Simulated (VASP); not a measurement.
Wanted: the native input for a VASP 6.6.1 run.

* Task: relaxation of cell and atoms
* Functional: PBE
* Dispersion: D3(BJ)
* Potentials or basis: VASP PAW PBE potentials, release 64 (Sn_d, Se)
* Cutoff: 600 eV
* k mesh: 9 × 9 × 5
* Occupations: gaussian, width 0.03 eV
* Spin: no spin polarisation
* Further INCAR settings: ALGO = Normal; EDIFF = 1e-07; IBRION = 2; EDIFFG = -0.005; NSW = 90; ISIF = 3

The structure of SnSe2 lies in POSCAR:

```
SnSe2                                   
1.0
    3.8394218829     -0.0000000000      0.0000000000
   -1.9197109414      3.3250368825     -0.0000000000
   -0.0000000000      0.0000000000      6.0091826699
  Sn              Se            
     1     2
Direct
     0.0000000000000000    0.0000000000000000    0.0000000000000000
     0.3333333300000021    0.6666666699999979    0.2655766282026721
     0.6666666699999979    0.3333333300000021    0.7344233717973281
```

The input as run:

INCAR

```
SYSTEM = SnSe2
PREC     = Accurate       ! precision mode
ENCUT    = 600            ! plane-wave cutoff, eV
EDIFF    = 1E-7           ! SCF threshold, eV
ISMEAR   = 0              ! smearing method
SIGMA    = 0.03           ! smearing width, eV
LREAL    = .False.        ! projectors in reciprocal space
LASPH    = .True.         ! aspherical terms in the spheres
NELM     = 80             ! most SCF steps
ALGO     = Normal         ! electronic algorithm
ISIF     = 3              ! what is computed and relaxed
LWAVE    = .False.        ! write WAVECAR
LCHARG   = .False.        ! write CHGCAR
GGA      = PE             ! functional
IVDW     = 12             ! dispersion correction
IBRION   = 2              ! ionic algorithm
NSW      = 90             ! ionic steps
EDIFFG   = -0.005         ! ionic threshold
```

KPOINTS

```
Automatic mesh
0
Gamma
  9 9 5
  0 0 0
```

Potentials or basis: VASP PAW PBE potentials, release 64 (Sn_d, Se).

Launch:

```console
$ cat potpaw_PBE.64/Sn_d/POTCAR potpaw_PBE.64/Se/POTCAR > POTCAR
$ mpirun -np 1 vasp_std > vasp.out
```

Results of the run:

```yaml
Relaxed_volume: 25.58 Å³/atom
Relaxed_cell: a = 3.841 Å, b = 3.841 Å, c = 6.007 Å, α = 90.00°, β = 90.00°, γ = 120.00°
Space_group_after_relaxing_to_0.05_Å: P-3m1 (No. 164)
Energy_gained_by_relaxing: 0.0 meV/atom
Ionic_steps: 2
Pressure_after_relaxing: 0.0 GPa
Largest_force_after_relaxing: 0.004 eV/Å
Band_gap_on_the_k_mesh: 0.43 eV, indirect (least direct gap 0.81 eV)
Dispersion_energy_per_atom: -0.364 eV
```

Caveat: spin-orbit coupling is left out, which moves the levels of the heavy elements; an odd mesh through Γ misses points on the zone boundary, where band edges often lie.

It took 48 s on 1 thread of AMD EPYC 9R45 96-Core Processor (Zen 5), with other jobs on the host, peak memory 0.25 GiB.
